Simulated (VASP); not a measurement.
Energy against volume of CsCl (CsCl type). Calculation: HSE06 screened hybrid, VASP's PBE PAW potentials (set 64) (plane waves; VASP). Numerical set-up: 520 eV cut-off, 6×6×6 Γ-centred mesh, Gaussian smearing of 0.050 eV, potentials Cs_sv Cl.

| V (Å³/atom) | E (eV/atom) |
|---|---|
| 35.068 | -3.81855 |
| 36.187 | -3.82127 |
| 37.306 | -3.82049 |
| 38.426 | -3.81683 |

Question: Fit these four points and predict the energy of the run at 33.949 Å³/atom.

Answer: A cubic in V^(−2/3), the third-order Birch-Murnaghan form, passes through the four points with V0 = 36.47 Å³/atom and B0 = 15 GPa, and gives -3.8116 eV/atom there. The run gave -3.8116 eV/atom, -0.0 meV/atom from the fit; all five points give B0 = 15 GPa.

The compound is CsCl in the CsCl type structure. It was relaxed first. The cell's shape comes from a PBE relaxation.
